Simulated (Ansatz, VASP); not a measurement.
# Cross-check of Li (Li(100)) between VASP and Ansatz, part 2 of 2

Wanted: the spread between two codes on one cell, functional and k mesh.

VASP 6.6.1 and Ansatz 0.2.0.

So far: Set-up; VASP: band structure, LDA.

## 3. Ansatz: band structure, LDA

Level of this step: Ansatz beside VASP: Kohn-Sham DFT, plane waves, LDA (Ansatz).

Ansatz runs on its default PAW (the set named soft_2) files.

The same cell, functional (in two slightly different forms), mesh and smearing now go to Ansatz, which takes its cutoff from its data sets.

input.yaml

```yaml
crystal:
  lattice:
    - [3.49, 0.0, 0.0]
    - [0.0, 3.49, 0.0]
    - [0.0, 0.0, 28.47]
  atoms:
    - { symbol: Li, position: [0.0, 0.0, 0.3161222339] }
    - { symbol: Li, position: [0.5, 0.5, 0.3774148226] }
    - { symbol: Li, position: [0.0, 0.0, 0.4387074113] }
    - { symbol: Li, position: [0.5, 0.5, 0.5] }
    - { symbol: Li, position: [0.0, 0.0, 0.5612925887] }
    - { symbol: Li, position: [0.5, 0.5, 0.6225851774] }
    - { symbol: Li, position: [0.0, 0.0, 0.6838777661] }
hamiltonian:
  xc: lda
  pseudopotentials: { kind: paw }
kpoints:
  mp_grid: { grid: [12, 12, 1] }
  band_path:
    path:
      - [0.5, 0.5, 0.0]
      - [0.46154, 0.46154, 0.0]
      - [0.42308, 0.42308, 0.0]
      - [0.34615, 0.34615, 0.0]
      - [0.30769, 0.30769, 0.0]
      - [0.23077, 0.23077, 0.0]
      - [0.19231, 0.19231, 0.0]
      - [0.15385, 0.15385, 0.0]
      - [0.07692, 0.07692, 0.0]
      - [0.03846, 0.03846, 0.0]
      - [0.0, 0.0, 0.0]
      - [0.0, 0.03846, 0.0]
      - [0.0, 0.07692, 0.0]
      - [0.0, 0.15385, 0.0]
      - [0.0, 0.19231, 0.0]
      - [0.0, 0.26923, 0.0]
      - [0.0, 0.30769, 0.0]
      - [0.0, 0.38462, 0.0]
      - [0.0, 0.42308, 0.0]
      - [0.0, 0.46154, 0.0]
      - [0.0, 0.5, 0.0]
      - [0.03846, 0.5, 0.0]
      - [0.11538, 0.5, 0.0]
      - [0.15385, 0.5, 0.0]
      - [0.19231, 0.5, 0.0]
      - [0.26923, 0.5, 0.0]
      - [0.30769, 0.5, 0.0]
      - [0.38462, 0.5, 0.0]
      - [0.42308, 0.5, 0.0]
      - [0.5, 0.5, 0.0]
    npoints: 1
scf:
  occupations: { method: fermi_dirac, width: 0.1 }
  n_extra_bands: 9
efield:
  axis: 3
  dipole_correction: true
  ramp_width: 0.04
output:
  forces: true
  eigenvalues: true
  write_density: true
  write_potential: true
  elf: true
  volumetric_format: npy
```

The run is started by

```
$ ansatz run input.yaml --threads 4 --pin off --max-ram 9216MiB --backend cpu --events-out ev --progress --plain --runs-dir out
```

Log:

```text
scf.n_extra_bands = 9 over 11 filled bands (N_el = 21.0): the run solves 20 bands
Engine: ansatz 0.2.0, aarch64-unknown-linux-gnu
Pseudopotentials: kind: paw
Pseudopotential: Li, paw, valence charge 3, recommended cutoff 420 eV (normal), Li.paw.azcp
Functional definition: SPW92
  exchange = slater_x
  correlation = pw_c
Crystal: 7 atoms, lattice volume = 346.767 Å³
Basis set: ecut = 420 eV, 6699 PW (Γ)
Bands: 20, of which v1, the nominal top of the filled ones, is band 11 counted from 1 (10 counted from 0)
Symmetry: 8 space group operations
k-points: 28 of 144
Non-local potential: Li, projectors of the file, l = 0: 3, l = 1: 2, l = 2: 1
PAW form: soft (Blöchl's): semilocal exchange-correlation on the pseudo side does not see the compensation charge
PAW one-centre angular grid: Li, 110 points (default); XC on 64 Gauss nodes
Initial density: superposition of atomic densities (neutral atoms: chi_scale 0, normalization atom), corrected by the library's trained network
Initial wavefunctions: pseudopotential atomic-orbital guess
Functional: x = slater, c = lda
SCF iter   1: F=—  HF=-1410.717651 eV  |F-HF|=—  |Δ(HF+E_count)|=         —  Δρ=2.83e-3  dr2=1.15e-2  ethr=1.77e-3  p=0.000 e·Å  D=2.56e-15 V/Å  ΔV_dip=-0.00 eV  dr2_dipole=3.83e-9  V_vac-E_F(+/−)=2.97/2.97 eV  ⟨swp⟩=9.0  Hψ=3748  notcnv=0  defer=6
efield: sawtooth ramp at fractional position 0.9800 (placed from the atoms, in the widest stretch of the axis that holds none; the zero of the levels goes with the place), width 0.0400; the density the first Hamiltonian is built on has a dipole p = 0.000 e·Å; the dipole correction subtracts the counter field D = 2.56e-15 V/Å, which shifts the + side's vacuum level by -0.00 eV against the − side's; the planar-averaged density in the ramp window peaks in size at 6.7e-6 e/Å³
preconditioner: auto → LDOS  [metal: Δε(μ)=0.024 eV  Ē_g=3.911 eV  σ=0.100 eV  W_gap=0.06  n_scr=14 (ndim 8)  ℏωp=5.3 eV  f_vac=0.474  D(μ)=3.92/eV (n_scr^D=12)  β→1.0]
SCF iter   2: F=—  HF=-1410.688306 eV  |F-HF|=—  |Δ(HF+E_count)|=   2.93e-2  Δρ=6.58e-4  dr2=7.03e-4  ethr=5.47e-5  p=-0.000 e·Å  D=-9.42e-7 V/Å  ΔV_dip=0.00 eV  dr2_dipole=4.80e-9  V_vac-E_F(+/−)=3.10/3.10 eV  ⟨swp⟩=2.0  Hψ=1321  notcnv=0  defer=17
SCF iter   3: F=—  HF=-1410.686587 eV  |F-HF|=—  |Δ(HF+E_count)|=   1.72e-3  Δρ=6.45e-5  dr2=2.95e-5  ethr=3.35e-6  p=-0.000 e·Å  D=-4.67e-7 V/Å  ΔV_dip=0.00 eV  dr2_dipole=1.11e-10  V_vac-E_F(+/−)=3.10/3.10 eV  ⟨swp⟩=2.0  Hψ=839  notcnv=0  defer=17
SCF iter   4: F=—  HF=-1410.686613 eV  |F-HF|=—  |Δ(HF+E_count)|=   2.61e-5  Δρ=1.11e-5  dr2=1.36e-6  ethr=1.40e-7  p=-0.000 e·Å  D=-1.93e-7 V/Å  ΔV_dip=0.00 eV  dr2_dipole=1.59e-11  V_vac-E_F(+/−)=3.11/3.11 eV  ⟨swp⟩=1.2  Hψ=557  notcnv=0  defer=17
iter 5 did not close the SCF: its close was put off for the readings that it lacked (scf_convergence_deferred on its scf_iter line)
SCF iter   5: F=-1410.686614 eV  HF=-1410.686614 eV  |F-HF|=2.03e-8  |Δ(HF+E_count)|=   4.70e-7  Δρ=2.01e-6  dr2=5.23e-8  ethr=6.47e-9  p=-0.000 e·Å  D=-2.71e-8 V/Å  ΔV_dip=0.00 eV  dr2_dipole=3.09e-13  V_vac-E_F(+/−)=3.11/3.11 eV  ⟨swp⟩=1.7  Hψ=600  notcnv=0  defer=17
SCF iter   6: F=-1410.686614 eV  HF=-1410.686614 eV  |F-HF|=1.52e-9  |Δ(HF+E_count)|=   2.24e-8  Δρ=6.00e-7  dr2=5.13e-9  ethr=2.49e-10  p=-0.000 e·Å  D=-1.43e-9 V/Å  ΔV_dip=0.00 eV  dr2_dipole=2.12e-14  V_vac-E_F(+/−)=3.12/3.12 eV  ⟨swp⟩=10.8  Hψ=3181  notcnv=0
SCF 1 converged in 6 iterations: F = -1410.686614 eV  dr2 = 5.13e-9
  greatest PAW one-centre occupation: 1.000 electrons in one spin orbital (limit 2), on the Li atom at site 1 (counted from 0), in its partial waves of l = 0
NSCF: frozen V_eff on 30 k-points
efield: sawtooth ramp at fractional position 0.9800 (kept from the solve that this one continues, or follows in the run), width 0.0400; the density the first Hamiltonian is built on has a dipole p = -0.000 e·Å; the dipole correction subtracts the counter field D = -1.43e-9 V/Å, which shifts the + side's vacuum level by +0.00 eV against the − side's; the planar-averaged density in the ramp window peaks in size at 1.8e-7 e/Å³
SCF converged after 6 iterations
Free energy (F): -1410.686614 eV
Harris-Foulkes:  -1410.686614 eV  (|F-HF|=1.52e-9)
Internal energy: -1410.559478 eV  (E = F + TS)
E sigma→0 (E₀):  -1410.623046 eV
Entropy (-TS):   -0.127136 eV (-18.162 meV/atom)
Fermi energy:    -1.348048 eV
Dipole field:    D = 0.000000 V/Å  (p = 0.000000 e·Å, saw-weighted, corrected)
Work function:   Φ+ = 3.1155 eV   Φ− = 3.1155 eV
Levels:          The Fermi level and band energies are counted from a zero that moves with the ramp; work functions are not
--- Per-component energies (eV) ---
  E_band       = -679.780718
  E_kinetic    = 145.687196
  E_local      = -6037.207361  (includes V_loc(G=0)·N_el)
  E_nonlocal   = -231.887448
  E_hartree    = 2805.098142
  E_xc         = -67.090710
  E_vxc        = -87.421418  (∫ρ·V_xc dr)
  E_paw        = -129.155601  (= ΣΔE_a)
  E_vpaw       = -79.147355  (= ΣTr[D̂ρ^β])
  E_aug_tail   = 0.000102  (compensation charges beyond the density's cutoff)
  E_efield     = 0.000000  (sawtooth field / dipole correction)
  E_vefield    = 0.000000  (∫n·V_field dr)
  E_ewald      = 2103.996202
  E_smearing   = -0.127136  (= −TS)
  E_closure    = 0.000000  (closes the sum)
  Σ components = -1410.686614   (vs F -1410.686614, Δ=0.00e0)
--- Forces (eV/Å), atoms counted from 1 ---
  atom   1  Li     0.00000000     0.00000000     0.03764213
  atom   2  Li     0.00000000     0.00000000     0.08470123
  atom   3  Li    -0.00000000     0.00000000    -0.01857276
  atom   4  Li     0.00000000     0.00000000    -0.00000006
  atom   5  Li     0.00000000     0.00000000     0.01857269
  atom   6  Li    -0.00000000     0.00000000    -0.08470117
  atom   7  Li    -0.00000000     0.00000000    -0.03764207
  max |Σ_I F_I| component: 1.28e-8 eV/Å
--- Band table (eV; the first three rows and the last of 28) ---
  k-point 0: bands = [... 7 lower, -4.6671, -4.2649, -3.5635, -2.6251, -1.6101, -0.6098, 0.4917, 1.5288, ... 5 higher]
  k-point 1: bands = [... 7 lower, -4.6035, -4.2012, -3.4999, -2.5611, -1.5448, -0.5437, 0.5548, 1.5903, ... 5 higher]
  k-point 2: bands = [... 7 lower, -4.4121, -4.0101, -3.3095, -2.3717, -1.3557, -0.3595, 0.7135, 1.6878, ... 5 higher]
  k-point 27: bands = [... 7 lower, -0.9426, -0.9426, -0.4312, -0.4312, 0.4668, 0.4668, 1.7281, 1.7281, ... 5 higher]
```

Wall time 6.9 s (4 threads of Arm Neoverse V1, shared host); peak memory 0.57 GiB; 26 s of CPU time.

## 4. Comparison

Known differences besides the potentials themselves: the two LDA forms differ slightly; the data sets hold 21 valence electrons in Ansatz (default PAW (the set named soft_2) files) and 7 in VASP; the cutoff is 420 eV in Ansatz and 300 eV in VASP (PREC = Normal); VASP's log shows a relativistic correction to its local exchange, Ansatz's none. Total energies have different zeros and are not compared.

The two programs side by side:

```csv
quantity,Ansatz,VASP,difference
"work function, lower of the two faces (eV)",3.12,3.12,0.00
"work function, higher of the two faces (eV)",3.12,3.12,0.00
```

Forces (eV/Å; atoms numbered as in POSCAR):

```csv
atom,"Ansatz x, y, z","VASP x, y, z"
Li1,"0.000, 0.000, 0.038","0.000, 0.000, 0.036"
Li2,"0.000, 0.000, 0.085","0.000, 0.000, 0.083"
Li3,"0.000, 0.000, -0.019","0.000, 0.000, -0.018"
Li4,"0.000, 0.000, 0.000","0.000, 0.000, 0.000"
Li5,"0.000, 0.000, 0.019","0.000, 0.000, 0.018"
Li6,"0.000, 0.000, -0.085","0.000, 0.000, -0.083"
Li7,"0.000, 0.000, -0.038","0.000, 0.000, -0.036"
```

The forces differ by 0.7 meV/Å r.m.s., which is 2.4 % of the r.m.s. force of 0.03 eV/Å (both taken over all components). Levels from 3 eV below to 2 eV above the Fermi level differ by 1 meV r.m.s. and 4 meV at most; each VASP level is matched to the nearest of Ansatz, which flatters the figure a little. VASP's log warns that it found no field-free region in the vacuum, so its work functions are uncertain.

## 5. Summary of results

```json
{
  "r.m.s. difference of levels near the Fermi level (band structure, LDA)": "1.1 meV"
}
```

What this shows: The r.m.s. difference of levels near the Fermi level is 1.1 meV (band structure, LDA), within the 80 meV picked in this series as the mark of a large difference. Such differences can come from data sets, numerical settings and the points named under the comparisons, not from the functional's error against experiment.

[Lines on the potential files, build, host, timing and source positions are cut from VASP's logs without a mark.]

[Logs are printed without paths, hosts, clocks, repeated set-up lines and the standing remarks that a program may print on its own settings, such as how far it seeks lower states.]

[Hosts, paths, dates, database ids (printed as entryN), source tags and the programs' standing remarks are cut or masked in the printed files.]
